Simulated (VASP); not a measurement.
Here is the system:

```
CELL_PARAMETERS angstrom
     11.06711     0.00000     0.00000
      0.00000    11.06711     0.00000
      0.00000     0.00000    11.06711
ATOMIC_POSITIONS crystal
  Ga 0.49901 0.00164 0.00162
  Ga 0.75005 0.25032 0.99994
  Ga 0.74995 0.99995 0.24980
  Ga 0.00029 0.99968 0.99951
  Ga 0.25167 0.24953 0.00139
  Ga 0.50029 0.50025 0.99964
  Ga 0.75055 0.74821 0.00148
  Ga 0.25154 0.00167 0.24930
  Ga 0.50893 0.25836 0.25814
  Ga 0.74085 0.49060 0.25933
  Ga 0.50015 0.00007 0.49997
  Ga 0.74071 0.25955 0.48949
  Ga 0.75059 0.00194 0.74826
  Ga 0.99815 0.50092 0.00174
  Ga 0.24952 0.75046 0.99968
  Ga 0.99997 0.24993 0.24963
  Ga 0.24922 0.49981 0.24992
  Ga 0.50036 0.75041 0.24976
  Ga 0.99812 0.00180 0.50074
  Ga 0.24936 0.24979 0.49976
  Ga 0.50611 0.49407 0.49426
  Ga 0.75011 0.75050 0.49969
  Ga 0.24958 0.99966 0.75034
  Ga 0.50064 0.24964 0.75012
  Ga 0.75027 0.49935 0.75006
  Ga 0.99823 0.74850 0.24956
  Ga 0.99995 0.49984 0.50023
  Ga 0.25138 0.74856 0.50080
  Ga 0.99817 0.24946 0.74832
  Ga 0.25129 0.50078 0.74872
  Ga 0.49920 0.74905 0.74866
  Ga 0.00031 0.75037 0.75045
  P  0.62592 0.12882 0.12858
  P  0.87106 0.37428 0.12897
  P  0.87115 0.12882 0.37378
  P  0.12507 0.12523 0.12490
  P  0.37898 0.37638 0.12883
  P  0.62413 0.62079 0.12921
  P  0.87468 0.87498 0.12493
  P  0.37905 0.12913 0.37592
  P  0.87094 0.62094 0.37615
  P  0.62439 0.12940 0.62033
  P  0.87068 0.37549 0.62049
  P  0.87476 0.12529 0.87506
  P  0.12478 0.62514 0.12518
  P  0.37507 0.87496 0.12517
  P  0.12466 0.37484 0.37495
  P  0.37851 0.62144 0.37361
  P  0.62499 0.87520 0.37484
  P  0.12481 0.12507 0.62504
  P  0.37842 0.37346 0.62159
  P  0.62642 0.62165 0.62165
  P  0.87480 0.87508 0.62504
  P  0.37520 0.12511 0.87479
  P  0.62506 0.37494 0.87495
  P  0.87481 0.62470 0.87477
  P  0.12500 0.87520 0.37506
  P  0.12491 0.62485 0.62500
  P  0.37509 0.87518 0.62479
  P  0.12463 0.37501 0.87498
  P  0.37516 0.62512 0.87495
  P  0.62513 0.87535 0.87504
  P  0.12501 0.87501 0.87497
  O  0.62758 0.37345 0.37361
```
Cell charge +1.

Computed with HSE06 screened hybrid, VASP's PBE PAW potentials (set 64) (plane waves; VASP 6.6.1). Numerical set-up: PREC = Normal, LREAL = Auto, ISYM = 0, NELECT = 256.0, EDIFF = 1E-5, 400 eV cut-off, 1×1×1 Γ-centred mesh, Gaussian smearing of 0.050 eV, potentials Ga P O.

The cell is charged, with a uniform compensating background. The supercell is sampled at Γ alone, which is coarse: total energies, pressure and levels can be off, energies of defects by several tenths of an eV.

### Question
Estimate the energy per atom (σ→0).

### Answer

```
Property                        Value
---------------------  --------------
energy per atom (σ→0)  -5.416 eV/atom
```

Total energies compare only between runs with the same potentials, cut-off and functional.

The cell is a supercell with a defect, built from GaP (zinc blende): O_P, charge +1. The cell's shape comes from a PBE relaxation. The run is not spin-polarised, so no state with unpaired spins was tried.
